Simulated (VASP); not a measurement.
Here is a VASP 6.6.1 calculation.

The input INCAR:

```
SYSTEM = CuC23
PREC = Accurate
ENCUT = 450
EDIFF = 1E-5
ISMEAR = 0
SIGMA = 0.03
LREAL = Auto
LASPH = .TRUE.
NELM = 120
ALGO = Normal
ISIF = 2
LWAVE = .FALSE.
LCHARG = .FALSE.
ISPIN = 2
MAGMOM = 1 0 0 0 0 0 0 0 0 0 0 0 0 0 0 0 0 0 0 0 0 0 0 0
LORBIT = 11
NUPDOWN = 1
LMAXMIX = 4
LDAU = .TRUE.
LDAUTYPE = 2
LDAUL = 2 -1
LDAUU = 5 0
LDAUJ = 0 0
LDAUPRINT = 1
GGA = PS
NBANDS = 74
ISYM = 0
KPAR = 4
```

Contents of KPOINTS:

```
regular mesh
0
G
  3 5 5
  0 0 0
```

The input POSCAR:

```
CuC23                                   
1.0
    0.0000000000      5.3503200000      5.3503200000
    3.5668800000      0.0000000000      3.5668800000
    3.5668800000      3.5668800000      0.0000000000
  Cu              C             
     1    23
Direct
     0.9949242714843705    0.0018552399149004    0.0017051868224244
     0.9999228886377414    0.9994087501891579    0.5009007296710162
     0.9999363128920977    0.4993947472209307    0.0011921137297584
     0.0005105865182375    0.4998117615398687    0.5011762651012370
     0.3320663507054240    0.0030272287827146    0.0040771058767204
     0.3393253217773186    0.9994112491030266    0.4917505148981455
     0.3391754063299190    0.4911912291850208    0.0004224646731927
     0.3323901099535252    0.5007852748009283    0.5019749465567550
     0.6687115078349433    0.9988177938685130    0.9999333582468092
     0.6595638631095398    0.0034124144729191    0.5078190481543255
     0.6595328706981897    0.5065654267619537    0.0047361675119245
     0.6673954945895809    0.4998099637175260    0.5011256422392701
     0.0957863103319872    0.1397451584945944    0.1413617969440664
     0.1004325748691338    0.1372667535951074    0.5740354938407913
     0.1001306490818491    0.5738656746604466    0.1383993291868732
     0.0844240415945944    0.6242209426754920    0.6258551419486152
     0.4286418495228461    0.1170460317535808    0.1177224413130102
     0.4121017362134667    0.1258539765537014    0.6329203145733018
     0.4120568400336999    0.6319473278254282    0.1269383875823137
     0.4179502697704487    0.6237787111594342    0.6247109248485844
     0.7096038476524075    0.1475420253482694    0.1489322534669795
     0.7506469543057014    0.1258859586820027    0.6260353489657507
     0.7506036153061139    0.6247621153596421    0.1272880927659988
     0.7481493267868902    0.6259942443348595    0.6273859310821426
```

Potentials or basis: VASP PAW PBE potentials, release 64 (Cu, C).

Launch:

```console
$ cat potpaw_PBE.64/Cu/POTCAR potpaw_PBE.64/C/POTCAR > POTCAR
$ mpirun -np 4 vasp_std > vasp.out
```

Estimate the largest force.

0.147 eV/Å.

Forces in eV/Å, atoms in the order of the input:
```
Cu  -0.056  0.088  0.060
C    0.006  0.009  0.038
C    0.002  0.011  0.024
C   -0.020 -0.005  0.013
C   -0.012  0.086  0.084
C    0.002  0.043  0.007
C   -0.014  0.003  0.029
C    0.014 -0.015 -0.010
C    0.037  0.018  0.006
C   -0.015  0.043  0.015
C   -0.014  0.024  0.041
C   -0.007 -0.001  0.003
C    0.012 -0.063 -0.047
C    0.092 -0.110 -0.032
C    0.082 -0.026 -0.114
C    0.024 -0.024 -0.014
C   -0.008 -0.058 -0.076
C   -0.002 -0.033  0.008
C   -0.002  0.026 -0.034
C   -0.001  0.017  0.004
C   -0.082 -0.034 -0.025
C   -0.017 -0.003  0.011
C   -0.020  0.004  0.003
C    0.001 -0.001  0.006
```

Caveat: the PAW data sets were made with another functional, which shifts forces and pressure a little; the total moment is fixed, so each spin has its own Fermi level; the U is typed as a test and isn't derived for this compound. The state reached can hang on the start; a lower one may exist.
